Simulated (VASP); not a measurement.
Method: optB88-vdW, VASP's PBE PAW potentials (set 64) (plane waves; VASP).

A VASP calculation is set up with these files.

**KPOINTS**
```
Regular mesh
0
Gamma
10 10 10
0 0 0
```

### INCAR
```
SYSTEM = GaSb
PREC = Accurate
ENCUT = 520
EDIFF = 1E-7
NELM = 100
ALGO = Normal
LREAL = .FALSE.
LASPH = .TRUE.
ISMEAR = 1
SIGMA = 0.1
GGA = BO
PARAM1 = 0.1833333333
PARAM2 = 0.22
LUSE_VDW = .TRUE.
AGGAC = 0.0
LMAXMIX = 4
LWAVE = .FALSE.
LCHARG = .FALSE.
ISIF = 2
```

### POSCAR
```
GaSb
1.0
  0.0000000000   3.0710634802   3.0710634802
  3.0710634802   0.0000000000   3.0710634802
  3.0710634802   3.0710634802   0.0000000000
Ga Sb
1 1
direct
  0.0000000000   0.0000000000   0.0000000000
  0.2500000000   0.2500000000   0.2500000000
```

POTCAR, in this order: Ga_d Sb (PBE.64 set). Program: vasp_std.

Problem. What will the output report for the number of irreducible k-points (NKPTS), largest plane-wave count, number of space-group operations, FFT grid (NGX, NGY, NGZ)?

Solution. 
```yaml
number of irreducible k-points (NKPTS): 47
largest_plane_wave_count: 1588
number_of_space_group_operations: 24
FFT grid (NGX, NGY, NGZ): 32 × 32 × 32
```

The compound is GaSb in the zinc blende structure. This cell is one point of a volume scan, at 0.97 of the reference volume.
